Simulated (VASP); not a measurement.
All values below come from PBE GGA, VASP's PBE PAW potentials (set 64) (plane waves; VASP).

Input for VASP

INCAR:
```
LASPH  =  .TRUE.
PREC  =  Accurate
GGA  =  PE
LREAL  =  .FALSE.
LWAVE  =  .FALSE.
SIGMA  =  0.1   ! width (eV)
EDIFF  =  1E-6
LMAXMIX  =  6   ! l cut-off of mixed one-centre charges
NELM  =  100   ! most electronic steps
LCHARG  =  .FALSE.
ISMEAR  =  -1   ! Fermi-Dirac
SYSTEM  =  Al2Au
ALGO  =  Normal   ! blocked Davidson
ENCUT  =  300
ISIF  =  2   ! forces and stress, cell fixed
```

POSCAR:
```
Al2Au
1
   -1.6714360000     1.6714360000     4.0909110000
    1.6714360000    -1.6714360000     4.0909110000
    1.6714360000     1.6714360000    -4.0909110000
Au Al
1 2
Direct
  0.0021070000  -0.0024180000   0.0138460000
  0.3232570000   0.3328950000  -0.0181670000
  0.6746360000   0.6695230000   0.0043200000
```

### KPOINTS
```
K-points
0
G
6 6 7
0 0 0
```

POTCAR, in this order: Au Al (PBE.64 set). Program: vasp_std.

At this cut-off the stress carries a Pulay error, which pulls relaxed volumes low. Unless said otherwise, spin-orbit coupling is left out, though it shifts the bands of the heavy elements here.

**Question.** What does the run give for the energy per atom (σ→0), pressure, largest force, band gap (on the k-mesh)?

**Answer.** 
```
Property                                                     Value
------------------------  ----------------------------------------
energy per atom (σ→0)                               -3.603 eV/atom
band gap (on the k-mesh)  none (metal, semimetal or under 0.01 eV)
pressure                                                 14.28 GPa
largest force                                           0.599 eV/Å
```

OSZICAR:
```
...
DAV:   6    -0.109622445773E+02    0.12963E+01   -0.77147E+00  3252   0.311E+01    0.805E+00
DAV:   7    -0.108683856349E+02    0.93859E-01   -0.39812E-01  3176   0.773E+00    0.386E+00
DAV:   8    -0.108416138216E+02    0.26772E-01   -0.30827E-02  3580   0.127E+00    0.609E-01
DAV:   9    -0.108390345230E+02    0.25793E-02   -0.65851E-03  3544   0.991E-01    0.138E-01
DAV:  10    -0.108390412452E+02   -0.67222E-05   -0.23006E-04  3408   0.142E-01    0.572E-02
DAV:  11    -0.108390390708E+02    0.21744E-05   -0.75863E-06  3588   0.220E-02    0.876E-03
DAV:  12    -0.108390387474E+02    0.32335E-06   -0.12477E-06  1896   0.100E-02
   1 F= -.10839039E+02 E0= -.10809902E+02  d E =-.582728E-01
```

The structure was generated: Al2Au was put into an ordered model structure, which need not be its known phase. The cell was not relaxed at this level, atoms are displaced from their ideal sites. The k-mesh is coarse (spacing up to 0.38 per Å, 2π included), so the numbers may not be converged in it. The electron count is odd and the run is not spin-polarised, which forces a metal.
